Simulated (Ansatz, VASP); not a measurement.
# Cross-check of SiC between VASP and Ansatz

One calculation is typed for both programs; each brings its own data sets. How far apart do they land? The cell is taken from a series of runs on this material, whose earlier steps may have relaxed, scaled, displaced or heated it; both programs get it as it stands.

Program: Ansatz 0.2.0. Level of theory: plane waves, with VASP 6.6.1 beside it; single point at HSE06, spin-orbit coupling. Results are calculated unless marked as measured.

## 1. The starting structure

Symmetry: P6_3mc, No. 186, hexagonal system. The conventional cell has a = 3.076 Å, b = 3.076 Å, c = 10.071 Å, α = 90.00°, β = 90.00°, γ = 120.00°. Si has 4 C at 1.88 to 1.89 Å nearest. Nearest to Si lie 4 C at 1.88 to 1.89 Å. C has 4 Si at 1.88 to 1.89 Å nearest. C has 4 Si at 1.88 to 1.89 Å nearest. Farther neighbours are not listed.

## 2. Ansatz: single point, HSE06, spin-orbit coupling

Ansatz runs on its fully relativistic PAW (standard-fr) files.

With cell and atoms fixed, the geometry can't cause a difference; cores, projectors, grids and the points listed under the comparison can.

input.yaml reads:

```yaml
crystal:
  lattice:
    - [3.0756941497, 0.0, 0.0]
    - [-1.5378470748, 2.6636292679, 0.0]
    - [0.0, 0.0, 10.07064648]
  atoms:
    - { symbol: Si, position: [0.66666667, 0.33333333, 0.93784198] }
    - { symbol: Si, position: [0.33333333, 0.66666667, 0.43784198] }
    - { symbol: Si, position: [0.0, 0.0, 0.68789438] }
    - { symbol: Si, position: [0.0, 0.0, 0.18789438] }
    - { symbol: C, position: [0.66666667, 0.33333333, 0.74980259] }
    - { symbol: C, position: [0.33333333, 0.66666667, 0.24980259] }
    - { symbol: C, position: [0.0, 0.0, 0.50046005] }
    - { symbol: C, position: [0.0, 0.0, 0.00046005] }
kpoints:
  mp_grid: { grid: [6, 6, 2] }
  band_path:
    path:
      - [0.0, 0.0, 0.0]
      - [0.5, 0.0, 0.0]
      - [0.33333333, 0.33333333, 0.0]
      - [0.0, 0.0, 0.5]
      - [0.5, 0.0, 0.5]
      - [0.33333333, 0.33333333, 0.5]
    npoints: 1
hamiltonian:
  xc: hse06
scf:
  occupations: { method: fermi_dirac, width: 0.02 }
  n_extra_bands: 12
magnetization:
  noncollinear: true
  spin_orbit: true
output:
  eigenvalues: true
```

On the command line:

```sh
> ansatz run input.yaml --threads 3 --pin off --max-ram 92160MiB --backend cuda --events-out ev --progress --plain --runs-dir out --devices 1 --max-vram 13GiB
```

Numbers of over 12 decimals in the logs are rounded to 6 here.

Log:

```text
scf.n_extra_bands = 12 over 32 filled bands (N_el = 32.0): the run solves 44 bands
GPUs: using 1 of 1 available (devices: 1).
Engine: ansatz 0.2.0, x86_64-unknown-linux-gnu
Pseudopotentials: kind: paw_fr
Pseudopotential: Si, paw_fr, valence charge 4, recommended cutoff 420 eV (normal), Si.paw.azcp#standard-fr
Pseudopotential: C, paw_fr, valence charge 4, recommended cutoff 420 eV (normal), C.paw.azcp#standard-fr
Functional definition: HSE06
  parameter a = 0.25
  parameter omega = 0.11/bohr
  exchange = pbe_x - a*pbe_x_sr(omega) + a*exact_x_sr(omega)
  correlation = pbe_c
non-collinear run that drives no moment, with spin-orbit: no starting moment large enough to seed its density (crystal.atoms[].spin), no starting occupations that ask for one, no magnetisation constraint and no magnetic field, so the semilocal B_xc is pinned to zero
device memory: the entry about to start is reckoned to put 3.0 GiB on a device that reports 35.5 GiB free (of which the cap on the GPU budget leaves the run 13.0 GiB)
GPU FFT provider: cuFFT
GPU libraries: cuBLAS 13.8.2, cuFFT 12.4.0, cuSOLVER 12.3.4
Crystal: 8 atoms, lattice volume = 82.504 Å³
Basis set: ecut = 420 eV, 1605 PW (Γ)
Bands: 44, of which v1, the nominal top of the filled ones, is band 32 counted from 1 (31 counted from 0)
Symmetry: 12 space group operations + 12 with time reversal
Magnetic group: BNS 186.204 (UNI 1434), of the structure as read, at distance tolerance 4.4e-5 Å
k-points: 14 of 72
Projection manifold: j_resolved (fully-relativistic pseudo-atomic orbitals)
Non-local potential: Si, projectors of the file, l = 0: 2, l = 1: 4, l = 2: 4
Non-local potential: C, projectors of the file, l = 0: 2, l = 1: 4, l = 2: 2
PAW form: soft (Blöchl's): semilocal exchange-correlation on the pseudo side does not see the compensation charge
PAW frozen core: Si, regenerated for the run's functional, and the local potential with it (the file was generated under x = pbe(κ = 0.804, μ = 0.219515), c = pbe(β = 0.066725))
PAW frozen core: C, regenerated for the run's functional, and the local potential with it (the file was generated under x = pbe(κ = 0.804, μ = 0.219515), c = pbe(β = 0.066725))
PAW one-centre angular grid: Si, 110 points (default); XC on 64 Gauss nodes
PAW one-centre angular grid: C, 110 points (default); XC on 64 Gauss nodes
Initial density: superposition of atomic densities (chi_scale 0.1, normalization cell, long waves kept (reshape's long-wave potential 0.00 eV rms))
Initial wavefunctions: pseudopotential atomic-orbital guess
GPU buffer pool allocated for 41472 grid points (all kernels)
GPU transforms: local potential and band sums: pruned to the plane-wave sphere, on 24×24×72
Functional: x = pbe(κ = 0.804, μ = 0.219515), c = pbe(β = 0.066725), warm-up for x = pbe(κ = 0.804, μ = 0.219515) + 0.25 (exact − pbe) at short range (hse, ω = 0.207870 Å⁻¹), c = pbe(β = 0.066725); HSE06 as pw.x's `hse` composes it (authors' and Libxc's form: `xc: wpbeh`)
SCF iter   1: F=—  HF=-3554.510431 eV  |F-HF|=—  |Δ(HF+E_count)|=         —  Δρ=1.41e-1  dr2=1.98e1  dr2_m=0.00e0 (ungated)  ethr=1.00e-1  |M|=0.00e0 ∫|m|=0.00e0 μB  |m|>n=0.0e0 m-floor=0.0e0 τ_xc=0.0e0  β_m=0.30  ⟨swp⟩=4.6  Hψ=2962  notcnv=0
preconditioner: auto → none  [insulator: Δε(μ)=3.981 eV  Ē_g=12.286 eV  σ=0.020 eV  W_gap=1.00  n_scr=6 (ndim 8)  ℏωp=23.1 eV  f_vac=0.000  D(μ)=0.00/eV (n_scr^D=0)]
SCF iter   2: F=—  HF=-3549.000720 eV  |F-HF|=—  |Δ(HF+E_count)|=    5.51e0  Δρ=5.52e-2  dr2=2.54e0  dr2_m=0.00e0 (ungated)  ethr=6.20e-2  |M|=0.00e0 ∫|m|=0.00e0 μB  |m|>n=0.0e0 m-floor=0.0e0 τ_xc=0.0e0  β_m=0.38  ⟨swp⟩=3.3  Hψ=1298  notcnv=0  defer=4
iter 3 solved again at ethr=7.75e-4 eV; its pass at ethr=7.95e-3 eV (dr2=2.48e-1 eV) is discarded
SCF iter   3: F=—  HF=-3548.616056 eV  |F-HF|=—  |Δ(HF+E_count)|=   3.85e-1  Δρ=2.44e-2  dr2=2.48e-1  dr2_m=0.00e0 (ungated)  ethr=7.75e-4  |M|=0.00e0 ∫|m|=0.00e0 μB  |m|>n=0.0e0 m-floor=0.0e0 τ_xc=0.0e0  β_m=0.69  ⟨swp⟩=3.1  Hψ=3151  notcnv=0  defer=1
SCF iter   4: F=—  HF=-3548.616968 eV  |F-HF|=—  |Δ(HF+E_count)|=   9.13e-4  Δρ=7.55e-3  dr2=5.16e-2  dr2_m=0.00e0 (ungated)  ethr=7.75e-4  |M|=0.00e0 ∫|m|=0.00e0 μB  |m|>n=0.0e0 m-floor=0.0e0 τ_xc=0.0e0  β_m=0.57  ⟨swp⟩=3.1  Hψ=1525  notcnv=0
SCF iter   5: F=—  HF=-3548.603324 eV  |F-HF|=—  |Δ(HF+E_count)|=   1.36e-2  Δρ=3.53e-3  dr2=1.06e-2  dr2_m=0.00e0 (ungated)  ethr=1.61e-4  |M|=0.00e0 ∫|m|=0.00e0 μB  |m|>n=0.0e0 m-floor=0.0e0 τ_xc=0.0e0  β_m=0.64  ⟨swp⟩=4.0  Hψ=1329  notcnv=0  defer=5
SCF iter   6: F=—  HF=-3548.601126 eV  |F-HF|=—  |Δ(HF+E_count)|=   2.20e-3  Δρ=1.11e-3  dr2=1.15e-3  dr2_m=0.00e0 (ungated)  ethr=3.32e-5  |M|=0.00e0 ∫|m|=0.00e0 μB  |m|>n=0.0e0 m-floor=0.0e0 τ_xc=0.0e0  β_m=0.59  ⟨swp⟩=4.6  Hψ=1634  notcnv=0  defer=9
SCF iter   7: F=-3548.600883 eV  HF=-3548.600924 eV  |F-HF|=4.04e-5  |Δ(HF+E_count)|=   2.02e-4  Δρ=2.52e-4  dr2=5.64e-5  dr2_m=0.00e0 (ungated)  ethr=3.60e-6  |M|=0.00e0 ∫|m|=0.00e0 μB  |m|>n=0.0e0 m-floor=0.0e0 τ_xc=0.0e0  ⟨swp⟩=4.4  Hψ=1658  notcnv=0  defer=7
SCF 1 stopped early in 7 iterations: F = -3548.600883 eV  dr2 = 5.64e-5
  greatest PAW one-centre occupation: 0.645 electrons in one spin orbital (limit 2), on the C atom at site 5 (counted from 0), in its partial waves of l = 0
[...]
SCF iter   2: F=—  HF=-3551.033372 eV  |F-HF|=—  |Δ(HF+E_count)|=   7.21e-3  Δρ=2.22e-3  dr2=3.10e-3  dr2_m=0.00e0 (ungated)  ethr=1.76e-6  |M|=0.00e0 ∫|m|=0.00e0 μB  |m|>n=0.0e0 m-floor=0.0e0 τ_xc=0.0e0  β_m=0.50  ⟨swp⟩=4.1  Hψ=2258  notcnv=0
SCF iter   3: F=—  HF=-3551.043550 eV  |F-HF|=—  |Δ(HF+E_count)|=   1.02e-2  Δρ=9.47e-4  dr2=6.51e-4  dr2_m=0.00e0 (ungated)  ethr=1.76e-6  |M|=0.00e0 ∫|m|=0.00e0 μB  |m|>n=0.0e0 m-floor=0.0e0 τ_xc=0.0e0  β_m=0.50  ⟨swp⟩=4.9  Hψ=2312  notcnv=0
SCF iter   4: F=—  HF=-3551.043449 eV  |F-HF|=—  |Δ(HF+E_count)|=   1.01e-4  Δρ=4.53e-4  dr2=2.06e-4  dr2_m=0.00e0 (ungated)  ethr=1.76e-6  |M|=0.00e0 ∫|m|=0.00e0 μB  |m|>n=0.0e0 m-floor=0.0e0 τ_xc=0.0e0  β_m=0.55  ⟨swp⟩=2.0  Hψ=1064  notcnv=0
SCF iter   5: F=—  HF=-3551.043403 eV  |F-HF|=—  |Δ(HF+E_count)|=   4.57e-5  Δρ=1.32e-4  dr2=4.57e-5  dr2_m=0.00e0 (ungated)  ethr=5.52e-7  |M|=0.00e0 ∫|m|=0.00e0 μB  |m|>n=0.0e0 m-floor=0.0e0 τ_xc=0.0e0  β_m=0.54  ⟨swp⟩=3.0  Hψ=1363  notcnv=0
SCF iter   6: F=—  HF=-3551.043660 eV  |F-HF|=—  |Δ(HF+E_count)|=   2.57e-4  Δρ=2.11e-4  dr2=4.49e-5  dr2_m=0.00e0 (ungated)  ethr=3.80e-8  |M|=0.00e0 ∫|m|=0.00e0 μB  |m|>n=0.0e0 m-floor=0.0e0 τ_xc=0.0e0  β_m=0.54  ⟨swp⟩=4.4  Hψ=1933  notcnv=0
SCF iter   7: F=-3551.043644 eV  HF=-3551.043644 eV  |F-HF|=1.85e-7  |Δ(HF+E_count)|=   1.60e-5  Δρ=2.05e-5  dr2=1.34e-6  dr2_m=0.00e0 (ungated)  ethr=3.80e-8  |M|=0.00e0 ∫|m|=0.00e0 μB  |m|>n=0.0e0 m-floor=0.0e0 τ_xc=0.0e0  ⟨swp⟩=3.2  Hψ=1565  notcnv=0
SCF 2 stopped early in 7 iterations: F = -3551.043644 eV  dr2 = 1.34e-6
  greatest PAW one-centre occupation: 0.647 electrons in one spin orbital (limit 2), on the C atom at site 4 (counted from 0), in its partial waves of l = 0
hybrid outer 1: dexx = +1.122e-2 eV, tail = 9.99e-6 eV
GPU FFT provider: cuFFT
GPU libraries: cuBLAS 13.8.2, cuFFT 12.4.0, cuSOLVER 12.3.4
Projection manifold: j_resolved (fully-relativistic pseudo-atomic orbitals)
GPU buffer pool allocated for 41472 grid points (all kernels)
GPU transforms: local potential and band sums: pruned to the plane-wave sphere, on 24×24×72
Exchange kernel: α = 0.2500, screened, ω = 0.2079 Å⁻¹, Wigner–Seitz truncation, v(0) = 1043.0521 eV·Å³, q-mesh 6×6×2, nearest image of the exchange supercell L = 18.45 Å, pair-density grid 15×15×48, without the augmentation charges, whose exchange is taken in its separable form by FFT convolution over the k-point mesh (sized by the pseudopotential files, 18×18×72 at the most), smooth part of the exact exchange by density-matrix convolution in up to 3.38 GiB of GPU memory as planned if the GPU has room (build and FFT work areas not counted)
Frozen-core exchange: fock
SCF iter   1: F=—  HF=-3551.043543 eV  |F-HF|=—  |Δ(HF+E_count)|=         —  Δρ=2.20e-5  dr2=3.27e-7  dr2_m=0.00e0 (ungated)  ethr=1.56e-7  |M|=0.00e0 ∫|m|=0.00e0 μB  |m|>n=0.0e0 m-floor=0.0e0 τ_xc=0.0e0  β_m=0.30  ⟨swp⟩=6.2  Hψ=1780  notcnv=0
preconditioner: auto → none  [insulator: Δε(μ)=3.136 eV  Ē_g=13.104 eV  σ=0.020 eV  W_gap=1.00  n_scr=6 (ndim 8)  ℏωp=23.1 eV  f_vac=0.000  D(μ)=0.00/eV (n_scr^D=0)]
SCF iter   2: F=—  HF=-3551.043543 eV  |F-HF|=—  |Δ(HF+E_count)|=   1.07e-8  Δρ=1.44e-5  dr2=1.20e-7  dr2_m=0.00e0 (ungated)  ethr=7.91e-10  |M|=0.00e0 ∫|m|=0.00e0 μB  |m|>n=0.0e0 m-floor=0.0e0 τ_xc=0.0e0  β_m=0.65  ⟨swp⟩=3.5  Hψ=1359  notcnv=0
iter 3 solved again at ethr=1.83e-11 eV; its pass at ethr=3.53e-10 eV (dr2=5.86e-9 eV) is discarded
SCF iter   3: F=-3551.043543 eV  HF=-3551.043543 eV  |F-HF|=2.11e-9  |Δ(HF+E_count)|=   1.81e-8  Δρ=3.53e-6  dr2=1.11e-8  dr2_m=0.00e0 (ungated)  ethr=1.83e-11  |M|=0.00e0 ∫|m|=0.00e0 μB  |m|>n=0.0e0 m-floor=0.0e0 τ_xc=0.0e0  ⟨swp⟩=3.3  Hψ=2866  notcnv=0
SCF 3 converged in 3 iterations: F = -3551.043543 eV  dr2 = 1.11e-8
hybrid outer 2: dexx = +9.010e-8 eV, tail = 2.51e-8 eV, Δε = 5.61e-4 eV (about 3.11e-5 eV left of the loop's levels)
device memory: the entry about to start is reckoned to put 1.1 GiB on a device that reports 35.8 GiB free (of which the cap on the GPU budget leaves the run 13.0 GiB)
NSCF: frozen V_eff on 6 k-points
hybrid SCF converged: 2 outer / 10 inner (+7 warm-up), last move |dexx| = 9.01e-8 eV, tail = 2.51e-8 eV
Magnetization: |M| = 0.0000 μB,  M = (+0.0000, +0.0000, +0.0000) μB
Absolute magnetization: 0.0000 μB (∫|m|)
  site 0: m = (+0.0000, +0.0000, +0.0000) μB, |m| = 0.0000 μB  (R = 0.78 Å)
  site 1: m = (+0.0000, +0.0000, +0.0000) μB, |m| = 0.0000 μB  (R = 0.78 Å)
  site 2: m = (+0.0000, +0.0000, +0.0000) μB, |m| = 0.0000 μB  (R = 0.78 Å)
  site 3: m = (+0.0000, +0.0000, +0.0000) μB, |m| = 0.0000 μB  (R = 0.78 Å)
  site 4: m = (+0.0000, +0.0000, +0.0000) μB, |m| = 0.0000 μB  (R = 0.78 Å)
  site 5: m = (+0.0000, +0.0000, +0.0000) μB, |m| = 0.0000 μB  (R = 0.78 Å)
  site 6: m = (+0.0000, +0.0000, +0.0000) μB, |m| = 0.0000 μB  (R = 0.78 Å)
  site 7: m = (+0.0000, +0.0000, +0.0000) μB, |m| = 0.0000 μB  (R = 0.78 Å)
Free energy (F): -3551.043543 eV
Frozen-core exchange: fock
Harris-Foulkes:  -3551.043543 eV  (|F-HF|=2.11e-9)
Internal energy: -3551.043543 eV  (E = F + TS)
E sigma→0 (E₀):  -3551.043543 eV
Fermi energy:    10.557779 eV
--- Per-component energies (eV) ---
  E_band       = 77.577588
  E_kinetic    = 543.639302
  E_local      = -414.161811  (includes V_loc(G=0)·N_el)
  E_nonlocal   = 202.359310
  E_hartree    = 129.343975
  E_xc         = -343.099586
  E_vxc        = -353.691238  (∫ρ·V_xc dr)
  E_exx        = -60.873562  (= α·E_x^exact, valence–valence)
  E_paw        = -2468.425098  (= ΣΔE_a)
  E_vpaw       = -37.508045  (= ΣTr[D̂ρ^β])
  E_aug_tail   = 0.000056  (compensation charges beyond the density's cutoff)
  E_ewald      = -1139.521310
  E_core_change = -0.304820  (= ΣΔE_core)
  E_smearing   = -0.000000  (= −TS)
  E_closure    = -0.000000  (closes the sum)
  Σ components = -3551.043543   (vs F -3551.043543, Δ=-9.09e-13)
--- Band table (eV; the first three rows and the last of 14) ---
  k-point 0: bands = [... 28 lower, 8.9865, 8.9865, 8.9957, 8.9957, 15.2846, 15.2846, 15.8959, 15.8959, ... 8 higher]
  k-point 1: bands = [... 28 lower, 8.7704, 8.7704, 8.7704, 8.7704, 15.5041, 15.5041, 15.5041, 15.5041, ... 8 higher]
  k-point 2: bands = [... 28 lower, 8.5792, 8.5845, 8.7196, 8.7197, 14.8751, 14.8791, 15.6128, 15.6144, ... 8 higher]
  k-point 13: bands = [... 28 lower, 6.3175, 6.3175, 6.3195, 6.3195, 13.2000, 13.2000, 13.2021, 13.2021, ... 8 higher]
```

(Continued in part 2 of 2.)

[Lines on the potential files, build, host, timing and source positions are cut from VASP's logs without a mark.]

[Logs are printed without paths, hosts, clocks, repeated set-up lines and the standing remarks that a program may print on its own settings, such as how far it seeks lower states.]

[Hosts, paths, dates, database ids (printed as entryN), source tags and the programs' standing remarks are cut or masked in the printed files.]
